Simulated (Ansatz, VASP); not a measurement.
# Ni (Nickel) in two plane-wave programs, part 2 of 2

One calculation is typed for both programs; each brings its own data sets and cutoff. How far apart do they land? The cell is taken from a series of VASP runs on this material, whose earlier steps may have relaxed, scaled or displaced it; both programs get it as it stands.

VASP 6.6.1 and Ansatz 0.2.0.

So far: The structure; VASP: relaxation of cell and atoms, r2SCAN.

## Step 3: Ansatz: relaxation of cell and atoms, r2SCAN

Level of this step: Ansatz beside VASP: Kohn-Sham DFT, plane waves, r2SCAN (Ansatz).

Ansatz runs on its default PAW (the set named soft_2) files.

The same cell, functional, mesh and smearing now go to Ansatz, which takes its cutoff from its data sets.

File input.yaml:

```yaml
crystal:
  lattice:
    - [0.0, 1.7406276863, 1.7406276863]
    - [1.7406276863, 0.0, 1.7406276863]
    - [1.7406276863, 1.7406276863, 0.0]
  atoms:
    - { symbol: Ni, position: [0.0, 0.0, 0.0], spin: 1.0 }
hamiltonian:
  xc: r2scan
  pseudopotentials: { kind: paw }
magnetization:
  spin_polarized: true
kpoints:
  mp_grid: { grid: [14, 14, 14] }
scf:
  occupations: { method: methfessel_paxton, width: 0.1 }
relax:
  f_tol: 0.01
  max_steps: 60
  cell: { stress_tol: 0.05 }
output:
  forces: true
  stress: true
```

On the command line:

```sh
$ ansatz run input.yaml --threads 4 --pin off --max-ram 9216MiB --backend cpu --events-out ev --progress --plain --runs-dir out
```

Numbers of over 12 decimals in the logs are rounded to 6 here.

Log:

```text
Engine: ansatz 0.2.0, aarch64-unknown-linux-gnu
Pseudopotentials: kind: paw
Pseudopotential: Ni, paw, valence charge 18, recommended cutoff 500 eV (meta_gga), Ni.paw.azcp
Functional definition: r2SCAN
  parameter k0 = 0.174
  parameter k1 = 0.065
  parameter a1 = 4.9479
  exchange = r2scan_x(k0 = k0, k1 = k1, a1 = a1)
  correlation = r2scan_c
Crystal: 1 atoms, lattice volume = 10.547 Å³
Basis set: ecut = 500 eV, 283 PW (Γ), exchange–correlation on 72×72×72 points (64 copies of the dense FFT grid, shifted against one another)
Bands: 14, of which v1, the nominal top of the filled ones, is band 9 counted from 1 (8 counted from 0)
Symmetry: 48 space group operations
Space group: Fm-3m (ITA 225), of the structure as read, at distance tolerance 2.2e-5 Å
Magnetic group: BNS 225.116 (UNI 1618), of the structure as read, at distance tolerance 2.2e-5 Å
k-points: 104 of 2744
Non-local potential: Ni, projectors of the file, l = 0: 3, l = 1: 2, l = 2: 3, l = 3: 1
PAW form: soft (Blöchl's): semilocal exchange-correlation on the pseudo side does not see the compensation charge
PAW frozen core: Ni, regenerated for the run's functional (the file was generated under x = pbe(κ = 0.804, μ = 0.219515), c = pbe(β = 0.066725))
PAW one-centre angular grid: Ni, 590 points (default); XC on 160 Gauss nodes
Initial density: superposition of atomic densities (chi_scale 0.1, normalization cell)
Starting moments: Σ|m| = 1 μB on 1 of 1 site
Initial wavefunctions: pseudopotential atomic-orbital guess
Functional: x = r2scan, c = r2scan; τ floored in thin density (d = 2e-4 eV/Å³)
iter 1 solved again at ethr=2.64e-3 eV; its pass at ethr=3.10e-3 eV (dr2=4.75e-1 eV) is discarded
SCF iter   1: F=—  HF=-5844.433871 eV  |F-HF|=—  |Δ(HF+E_count)|=         —  Δρ=5.69e-2 (↑1.44e-2 ↓5.69e-2)  dr2=3.07e-1  dr2_τ=5.27e-3  dr2_m=5.32e-2  M=0.911 μB ∫|m|=1.013 μB  β_m=1.00  ethr=2.64e-3  ⟨swp⟩=3.4  Hψ=22616  notcnv=0
Mixer restart at iter 1: flushing history
preconditioner: auto → none  [metal: Δε(μ)=0.027 eV  Ē_g=17.267 eV  σ=0.100 eV  W_gap=0.15  n_scr=0 (ndim 8)  ℏωp=36.2 eV  f_vac=0.000  D(μ)=1.13/eV (n_scr^D=14)]
SCF iter   2: F=—  HF=-5844.349782 eV  |F-HF|=—  |Δ(HF+E_count)|=   8.41e-2  Δρ=2.44e-2 (↑2.23e-2 ↓2.44e-2)  dr2=8.55e-2  dr2_τ=7.15e-4  dr2_m=1.46e-3  M=0.866 μB ∫|m|=1.021 μB  β_m=1.00  ethr=1.71e-3  ⟨swp⟩=4.1  Hψ=6673  notcnv=0  defer=15  κ⁻¹=1.0e0(r=1)
SCF iter   3: F=—  HF=-5844.635925 eV  |F-HF|=—  |Δ(HF+E_count)|=         —  Δρ=1.85e-2 (↑1.04e-2 ↓1.85e-2)  dr2=2.76e-2  dr2_τ=1.98e-4  dr2_m=2.08e-3  M=0.839 μB ∫|m|=1.003 μB  β_m=1.00  ethr=4.75e-4  ⟨swp⟩=2.3  Hψ=5450  notcnv=0  defer=111
Mixer restart at iter 3: flushing history
SCF iter   4: F=—  HF=-5844.902717 eV  |F-HF|=—  |Δ(HF+E_count)|=   2.67e-1  Δρ=1.32e-2 (↑8.40e-3 ↓1.32e-2)  dr2=1.66e-2  dr2_τ=1.75e-4  dr2_m=6.35e-4  M=0.822 μB ∫|m|=0.994 μB  β_m=1.00  ethr=1.53e-4  ⟨swp⟩=2.7  Hψ=5607  notcnv=0  defer=111  κ⁻¹=1.0e0(r=1)
SCF iter   5: F=—  HF=-5845.269534 eV  |F-HF|=—  |Δ(HF+E_count)|=   3.67e-1  Δρ=8.53e-3 (↑4.18e-3 ↓8.53e-3)  dr2=1.07e-2  dr2_τ=3.59e-5  dr2_m=9.48e-4  M=0.769 μB ∫|m|=0.952 μB  β_m=1.00  ethr=9.20e-5  ⟨swp⟩=2.8  Hψ=6149  notcnv=0  defer=111  κ⁻¹=1.6e-1(r=2)
SCF iter   6: F=—  HF=-5845.269211 eV  |F-HF|=—  |Δ(HF+E_count)|=   3.23e-4  Δρ=8.68e-3 (↑4.24e-3 ↓8.68e-3)  dr2=1.10e-2  dr2_τ=3.53e-5  dr2_m=9.67e-4  M=0.769 μB ∫|m|=0.952 μB  β_m=1.00  ethr=5.93e-5  ⟨swp⟩=1.0  Hψ=4072  notcnv=0  defer=111  κ⁻¹=2.1e-4(r=3)
SCF iter   7: F=—  HF=-5845.262266 eV  |F-HF|=—  |Δ(HF+E_count)|=   6.95e-3  Δρ=1.26e-2 (↑6.84e-3 ↓1.26e-2)  dr2=2.37e-2  dr2_τ=2.81e-5  dr2_m=9.12e-4  M=0.768 μB ∫|m|=0.946 μB  β_m=1.00  ethr=5.93e-5  ⟨swp⟩=2.8  Hψ=5197  notcnv=0  defer=113  κ⁻¹=3.0e-5(r=4)
SCF iter   8: F=—  HF=-5845.295982 eV  |F-HF|=—  |Δ(HF+E_count)|=   3.37e-2  Δρ=1.00e-2 (↑7.24e-3 ↓1.00e-2)  dr2=1.90e-2  dr2_τ=2.20e-5  dr2_m=2.21e-4  M=0.754 μB ∫|m|=0.929 μB  β_m=1.00  ethr=5.93e-5  ⟨swp⟩=2.3  Hψ=4829  notcnv=0  defer=111  κ⁻¹=1.2e-5(r=5)
SCF iter   9: F=—  HF=-5845.292932 eV  |F-HF|=—  |Δ(HF+E_count)|=   3.05e-3  Δρ=7.94e-3 (↑4.38e-3 ↓7.94e-3)  dr2=9.07e-3  dr2_τ=1.17e-5  dr2_m=3.51e-4  M=0.757 μB ∫|m|=0.929 μB  β_m=1.00  ethr=5.93e-5  ⟨swp⟩=1.0  Hψ=3328  notcnv=0  defer=117  κ⁻¹=3.4e-6(r=6)
SCF iter  10: F=—  HF=-5845.293065 eV  |F-HF|=—  |Δ(HF+E_count)|=   1.33e-4  Δρ=3.54e-3 (↑1.54e-3 ↓3.54e-3)  dr2=1.43e-3  dr2_τ=1.65e-6  dr2_m=1.10e-4  M=0.756 μB ∫|m|=0.926 μB  β_m=1.00  ethr=5.04e-5  ⟨swp⟩=1.5  Hψ=3172  notcnv=0  defer=117  κ⁻¹=2.6e-6(r=7)
SCF iter  11: F=—  HF=-5845.292878 eV  |F-HF|=—  |Δ(HF+E_count)|=   1.87e-4  Δρ=1.72e-3 (↑1.25e-3 ↓1.72e-3)  dr2=4.87e-4  dr2_τ=5.04e-7  dr2_m=6.70e-6  M=0.755 μB ∫|m|=0.925 μB  β_m=1.00  ethr=7.96e-6  ⟨swp⟩=1.0  Hψ=3232  notcnv=0  defer=118  κ⁻¹=1.9e-6(r=8)
SCF iter  12: F=—  HF=-5845.292778 eV  |F-HF|=—  |Δ(HF+E_count)|=   9.94e-5  Δρ=4.22e-4 (↑3.13e-4 ↓4.22e-4)  dr2=2.95e-5  dr2_τ=4.17e-8  dr2_m=3.60e-7  M=0.756 μB ∫|m|=0.926 μB  β_m=1.00  ethr=2.71e-6  ⟨swp⟩=1.0  Hψ=2912  notcnv=0  defer=118  κ⁻¹=2.0e-6(r=8)
SCF iter  13: F=—  HF=-5845.289665 eV  |F-HF|=—  |Δ(HF+E_count)|=         —  Δρ=2.22e-4 (↑3.20e-5 ↓2.22e-4)  dr2=2.53e-6  dr2_τ=8.91e-9  dr2_m=1.36e-6  M=0.757 μB ∫|m|=0.927 μB  β_m=1.20  ethr=1.64e-7  ⟨swp⟩=1.2  Hψ=2969  notcnv=0  defer=118
Mixer restart at iter 13: flushing history
iteration 13: the input's own smearing fills from here on; a Gaussian of 0.1 eV has filled iterations ahead of it
SCF iter  14: F=—  HF=-5845.289664 eV  |F-HF|=—  |Δ(HF+E_count)|=   2.96e-7  S|Δr|=    0.00e0  Δρ=8.92e-5 (↑4.98e-5 ↓8.92e-5)  dr2=8.29e-7  dr2_τ=8.54e-9  dr2_m=5.69e-8  M=0.756 μB ∫|m|=0.927 μB  β_m=1.20  ethr=1.41e-8  ⟨swp⟩=2.0  Hψ=4693  notcnv=0  defer=118  κ⁻¹=1.0e0(r=1)
SCF iter  15: F=—  HF=-5845.289665 eV  |F-HF|=—  |Δ(HF+E_count)|=   2.63e-7  S|Δr|=    0.00e0  Δρ=3.05e-5 (↑3.05e-5 ↓2.89e-5)  dr2=8.85e-8  dr2_τ=1.43e-9  dr2_m=2.62e-9  M=0.756 μB ∫|m|=0.927 μB  β_m=1.20  ethr=5.56e-10  ⟨swp⟩=3.8  Hψ=10989  notcnv=0  κ⁻¹=2.6e-3(r=2)
SCF iter  16: F=-5845.289665 eV  HF=-5845.289665 eV  |F-HF|=1.32e-7  |Δ(HF+E_count)|=   2.82e-7  S|Δr|=    0.00e0  Δρ=1.95e-5 (↑1.57e-5 ↓1.95e-5)  dr2=3.61e-8  dr2_τ=4.03e-10  dr2_m=5.64e-10  M=0.756 μB ∫|m|=0.927 μB  ethr=4.91e-10  ⟨swp⟩=4.4  Hψ=9405  notcnv=0
SCF 1 converged in 16 iterations: F = -5845.289665 eV  dr2 = 3.61e-8
  greatest PAW one-centre occupation: 1.001 electrons in one spin orbital (limit 2), on the Ni atom at site 0 (counted from 0), in its partial waves of l = 1
relax step   1: F+E_penalty+E_count = -5845.28966506 eV  Δ(F+E_penalty+E_count) = +0.000e0 eV  max|allowed force component| = 0.000e0 eV/Å  Δτ_max = 0.0000 Å  P = -0.389 GPa  Ω = 10.547 Å³  (16 SCF iters, dr2 threshold 1.00e-7 eV, accepted)
[...]
relax step   2: F+E_penalty+E_count = -5845.28969201 eV  Δ(F+E_penalty+E_count) = -2.695e-5 eV  max|allowed force component| = 0.000e0 eV/Å  Δτ_max = 0.0000 Å  P = -0.199 GPa  Ω = 10.538 Å³  energy of the carried Pulay correction = +1.031e-5 eV  (4 SCF iters, dr2 threshold 1.00e-7 eV, accepted)
[...]
relax step   3: F+E_penalty+E_count = -5845.28970868 eV  Δ(F+E_penalty+E_count) = -1.667e-5 eV  max|allowed force component| = 0.000e0 eV/Å  Δτ_max = 0.0000 Å  P = +0.002 GPa  Ω = 10.529 Å³  energy of the carried Pulay correction = +2.114e-5 eV  (4 SCF iters, dr2 threshold 9.94e-8 eV, accepted)
[...]
relax step   4: F+E_penalty+E_count = -5845.28968715 eV  Δ(F+E_penalty+E_count) = +2.153e-5 eV  max|allowed force component| = 0.000e0 eV/Å  Δτ_max = 0.0000 Å  P = -0.000 GPa  Ω = 10.529 Å³  stress off target by 4.88e-4 GPa  SCF on the basis re-selected at this cell (its energy is not comparable with the rows above)  (8 SCF iters)
basis re-selected at this cell: Δ(F+E_penalty+E_count) = +2.153e-5 eV, ΔP = -0.003 GPa vs the last step (what re-selecting the basis moved, of the pressure what is left beyond the Pulay correction that the steps carried, after the strain that the cell walked since its last selection, with what the two solves' SCF thresholds leave and, on support functions, any second-order correction that the steps lacked; it is no measure of the basis error at this ecutwfc). This SCF's stress stands 4.88e-4 GPa from its target on what of the cell is left free (relax.cell.stress_tol is 5.00e-2 GPa) and its largest allowed force component is 0.00e0 eV/Å (relax.f_tol is 1.00e-2 eV/Å): [rest of the remark cut]
SCF converged after 8 iterations
Stability not checked: this state was not tested for a lower state beside it, because cold or Methfessel-Paxton smearing, or corrected tetrahedra, fill the levels in a way that the test cannot read (fill_not_monotonic; see scf.lower_state_search)
Magnetization: 0.7565 μB (9.3782 up, 8.6218 down)
Absolute magnetization: 0.9278 μB (∫|ρ↑−ρ↓|, with the PAW one-centre terms)
Spin contamination: 0.0211 ħ² per cell (⟨S²⟩ above its minimum at these occupations)
Per-site moments (μB) at R_I (Å): [(0.824797, 1.014824)]
Free energy (F): -5845.289687 eV
Harris-Foulkes:  -5845.289687 eV  (|F-HF|=4.55e-12)
Internal energy: -5845.289955 eV  (E = F + TS)
E sigma→0 (E₀):  -5845.289754 eV
Entropy (-TS):   0.000268 eV (0.268 meV/atom)
Fermi energy:    18.891104 eV
--- Per-component energies (eV) ---
  E_band       = -298.416729
  E_kinetic    = 282.191682
  E_local      = -3388.355580  (includes V_loc(G=0)·N_el)
  E_nonlocal   = 639.983804
  E_hartree    = 1418.018076
  E_xc         = -78.964552
  E_vxc        = -117.250184  (∫ρ·V_xc dr)
  E_paw        = -1643.810583  (= ΣΔE_a)
  E_vpaw       = -559.723511  (= ΣTr[D̂ρ^β])
  E_aug_tail   = 0.000239  (compensation charges beyond the density's cutoff)
  E_vtau       = 8.700670  (kinetic-family band-sum trace: ∫τ·v_τ [+ j·A + Jᵃ·Aᵃ] dr)
  E_ewald      = -3074.052972
  E_core_change = -0.300069  (= ΣΔE_core)
  E_smearing   = 0.000268  (= −TS)
  E_closure    = -0.000000  (closes the sum)
  Σ components = -5845.289687   (vs F -5845.289687, Δ=0.00e0)
--- Forces (eV/Å), atoms counted from 1 ---
  atom   1  Ni    -0.00000000    -0.00000000     0.00000000
  max |Σ_I F_I| component: 6.57e-32 eV/Å
--- Stress (GPa, compression-positive) ---
       -0.000488       0.000000      -0.000000
       -0.000000      -0.000488      -0.000000
       -0.000000      -0.000000      -0.000488
  P = ⅓ Tr σ = -0.0005 GPa (-0.005 kbar)
--- Relaxed structure (3 steps of the walk, 3 accepted, 1 SCFs on fresh bases) ---
  F+E_penalty+E_count = -5845.28968715 eV   max|allowed force component| = 0.000e0 eV/Å   (the final SCF, on the basis selected at the relaxed cell)
  cell:  # Å, volume = 10.5290 Å³
    - [0, 1.739609, 1.739609]
    - [1.739609, 0, 1.739609]
    - [1.739609, 1.739609, 0]
  atoms:
    - { symbol: Ni, position: [0.0, 0.0, 0.0] }
```

Elapsed: 6.3 s, on 4 threads of Arm Neoverse V1, shared host; peak memory 0.33 GiB.

## Step 4: Side by side

Known differences besides the potentials themselves: VASP keeps PBE cores, Ansatz makes them for the functional; both relaxations stop at a tolerance, which leaves soft axes loose, and VASP keeps its plane-wave basis; the data sets hold 18 valence electrons in Ansatz (default PAW (the set named soft_2) files) and 10 in VASP; the cutoff is 500 eV in Ansatz and 450 eV in VASP; Ansatz adds a Pulay correction to the stress that steers its cell, VASP none; site moments are counted in spheres of each program's own size. Total energies have different zeros and are not compared.

The two programs side by side:

| quantity | Ansatz | VASP | difference |
| --- | --- | --- | --- |
| volume (Å³) | 10.53 | 10.54 | -0.09 % |
| edge a after relaxation, in the typed setting (Å) | 2.460 | 2.461 | -0.03 % |
| total moment (μB) | 0.76 | 0.75 | +0.01 |
| moment on Ni1 (μB) | 0.82 | 0.77 | +0.05 |

The walks stopped with 0.00 GPa left in Ansatz and -0.02 GPa in VASP; each walk ends within a tolerance, so the volume difference is uncertain by about these residues over the bulk modulus, most in soft cells.

## Step 5: Summary of results

```
difference in volume (relaxation of cell and atoms, r2SCAN) : -0.090 %
```

In words: The difference in volume is -0.090 % (relaxation of cell and atoms, r2SCAN), within the 1.2 % picked in this series as the mark of a large difference, as far as the stopping tolerances let one tell. Such differences can come from data sets, numerical settings and the points named under the comparisons, not from the functional's error against experiment.

[Lines on the potential files, build, host, timing and source positions are cut from VASP's logs without a mark.]

[Logs are printed without paths, hosts, clocks, repeated set-up lines and the standing remarks that a program may print on its own settings, such as how far it seeks lower states.]

[Hosts, paths, dates, database ids (printed as entryN), source tags and the programs' standing remarks are cut or masked in the printed files.]
